# Molybdenum under pressure: seven questions about one curve

A cell of body-centred cubic molybdenum is held at eight fixed volumes, and the stress in it is computed each time. Volume is given per atom, and the shortest distance is that between neighbouring nuclei. Positive pressure means that the metal pushes outward and must be held in; negative pressure means that it pulls inward and must be held apart.

Body-centred cubic molybdenum at fixed volumes, computed with VASP 6.6.1 using the PBE functional and the Mo_sv PAW potential, without spin polarisation or spin–orbit coupling. The plane-wave cutoff is 520 eV, the k mesh 18 × 18 × 18 for the one-atom cell, and the Gaussian smearing 0.1 eV wide. Pressure is positive in compression.

```tsv
volume (Å³/atom)	shortest distance (Å)	pressure (GPa)
14.390	2.654	30.11
14.711	2.674	22.01
14.865	2.683	18.41
15.339	2.711	8.47
15.814	2.739	0.02
16.288	2.766	-7.18
16.762	2.792	-13.32
17.237	2.819	-18.55
```

## 1. Which cell would stay as it is if it were let go?

The cell at 15.814 Å³ would, for practical purposes. Its pressure is almost zero, and its energy is the lowest of the eight. The four smaller cells would expand and the three larger ones would shrink.

The shortest distance carries no separate information, because in this structure the volume fixes it. Distances change much less than volumes: the smallest cell has lost 9 % of the rest volume, but its atoms have moved only about 3 % closer. Small errors in a bond length therefore matter about three times as much when they are expressed as volume.

## 2. What is in balance at the rest volume?

Two tendencies oppose each other. Molybdenum has a roughly half-filled d band, so its electrons occupy mostly the bonding d states and leave most of the antibonding ones empty. When the atoms approach, the d orbitals overlap more, the band widens, and the filled bonding states sink further below its middle. This draws the atoms together.

Against it stands the cost of crowding. Electrons confined to less space gain kinetic energy, and the valence electrons must stay orthogonal to the inner 4s and 4p shells of the neighbours. At the rest volume the gain and the cost change equally fast with volume. Under compression the cost changes faster, and under expansion the bonding wins.

This division is an argument from theory, since the calculation gives only the total pressure. The band energies, available for two of the cells, do show the widening. The splitting between the two groups of d levels at the zone centre is 2.77 eV at 16.762 Å³ and 3.26 eV at 14.711 Å³.

The same picture helps with a neighbouring element. Niobium, one place to the left, has one electron fewer to put into bonding d states. It is indeed well known to be the larger and softer metal.

## 3. Why does squeezing take more pressure than stretching?

The smallest and largest cells lie equally far from the rest volume, yet their pressures are 30.11 and −18.55 GPa. If the metal resisted every cubic ångström equally, both would be about 23 GPa in size. The difference arises because the repulsion climbs steeply as the atoms approach, while everything weakens as they separate.

The useful measure here is the bulk modulus $B$, the pressure needed per relative change of volume $V$:

$$B=-\frac{dP}{d\ln V}$$

Here $P$ is the pressure. Taken from neighbouring rows, $B$ falls from 367 GPa between the two smallest cells to 187 GPa between the two largest. It falls at every step in between as well. A change of the atomic distance by only about 5 %, from the middle of the first step to the middle of the last, thus roughly halves the stiffness.

For practice this means that one bulk modulus doesn't serve the whole table. The value at rest underestimates the pressure in strongly compressed metal and overestimates the tension in stretched metal. The expanded cells are also perfect crystals pulled evenly from all sides; a real piece would be expected to fail earlier at its flaws.

## 4. How can the pressure be estimated at another volume?

The simplest description that includes the stiffening lets $B$ grow in proportion to pressure. With $B_0$ for the bulk modulus at rest and $B'$ for its growth per unit of pressure,

$$-\frac{dP}{d\ln V}=B_0+B'P .$$

Integration from the rest volume $V_0$, where the pressure is zero, gives the Murnaghan equation:

$$P=\frac{B_0}{B'}\left[\left(\frac{V_0}{V}\right)^{B'}-1\right].$$

The constants come from a closely related curve, the third-order Birch–Murnaghan equation, fitted by least squares to all eight pressures. It gives $V_0$ = 15.81 Å³, $B_0$ = 259.7 GPa and $B'$ = 4.34. For the smallest cell the estimate is then

$$P=\frac{259.7}{4.34}\left[\left(\frac{15.81}{14.39}\right)^{4.34}-1\right]\approx 60\times 0.50\approx 30\ \text{GPa}.$$

The table has 30.11 GPa. That row was part of the fit, so the agreement shows that the short formula is good enough for hand work, not that it predicts. The fitted Birch–Murnaghan curve itself follows every row to within 0.02 GPa. Between the smallest and largest cell it is the better way to interpolate, while the Murnaghan formula serves for estimates good to a few tenths of a gigapascal. Outside that range, nothing here checks either.

## 5. What would change with another functional, or with a slightly wrong cell?

The main effect to watch is a shift of the rest volume. PBE is known to make molybdenum slightly too large, by roughly one to two percent in volume. In a cell of given size, the PBE crystal therefore pushes outward more than one described by a functional with a smaller rest volume.

The bulk modulus converts such a shift into pressure. Near rest, one percent of volume is worth 2.6 GPa. In the smallest cell, where the fitted curve has stiffened to 385 GPa, the same one percent is worth nearly 4 GPa. A cell taken from experiment and used unchanged in a PBE calculation will therefore show a pressure of a few gigapascals that no press has applied.

The remedy is to compare calculations at equal $V/V_0$, each with its own rest volume, rather than at equal $V$. This removes the shift of the curve along the volume axis. A difference in stiffness between the functionals would remain, and a second functional would have to be run to find it.

## 6. Which digits can be trusted?

It depends on what the pressure is compared with. Within this set of calculations, the tenths of a gigapascal are good to about one unit, and the hundredths can't be trusted. The energies of the same runs provide the test, because pressure summed over a change of volume must equal the change in energy.

Compressing the cell from rest to 14.390 Å³ should cost 123.1 meV according to the fitted pressures. The energies themselves differ by 123.6 meV. A gap of 0.5 meV over 1.42 Å³ corresponds to about 0.06 GPa on average, and the expanded side shows a gap of similar size that points the same way: the printed pressures are slightly too low. An incomplete plane-wave basis can leave an error of this sign, but only a run with a higher cutoff could confirm that cause here.

Compared with a real sample, even the last whole gigapascal is uncertain. The shift of the rest volume costs a few gigapascals, as shown above. The calculation also holds the nuclei still, whereas their zero-point motion adds an outward pressure of the order of 1 GPa, and warmth adds more. Differences between rows are safer than single values, since much of these offsets is common to neighbouring volumes.

## 7. Is the stiffening simply that of a d bond?

A simple tight-binding rule says that the coupling between d orbitals falls as the fifth power of distance. It is tempting to build the whole metal from it: an attraction that follows this rule, balanced by a repulsion that is steeper still. The quantity that can test this picture is $B'$, because it records how fast the metal stiffens.

Let the attractive energy vary with distance $d$ as $d^{-m}$ and the repulsive energy as $d^{-n}$. Since volume goes as $d^3$, the two parts of the pressure vary as $V^{-(m/3+1)}$ and $V^{-(n/3+1)}$, and they cancel at rest. One derivative with respect to $\ln V$ brings down the difference of these exponents, which sets $B$. A second brings down the difference of their squares. The ratio of the two is the sum of the exponents:

$$B'=2+\frac{m+n}{3}.$$

With $m=5$ and $n$ larger than 5, $B'$ must exceed 5.3. The calculated metal has 4.34, so it stiffens more gently than this picture allows. The curves agree with that verdict. The mildest version of the picture, with its rest volume and bulk modulus fitted to all eight rows, misses them by typically 0.4 GPa. A Birch–Murnaghan curve with $B'$ fixed at 4 has the same freedom and misses by a third of that.

Part of the reason may lie in the d states themselves. Between the two cells with known band energies, the zone-centre splitting grows only as about the 3.7th power of inverse distance. Put in place of the fifth power, this lowers the bound on $B'$ to about 4.5, close to the calculated value but still above it. Another measure brings less relief. At the zone-boundary point N, the gap between the second and the sixth valence level, both expected to be d states, grows as about the 4.3rd power, which puts the bound near 4.9. The d states may thus explain part of the gentler stiffening, but two cells can't settle how much.

The rest is probably the work of the s and p electrons. Their kinetic energy and their attraction to the ions change more slowly with distance than d overlap does, and a mixture of gentle and steep terms can give an intermediate $B'$. Separating the shares would need a calculation that divides the energy. For a neighbouring metal the lesson is to let the d electrons guide the guess of size and stiffness, but not to derive the whole pressure curve from their overlap alone.
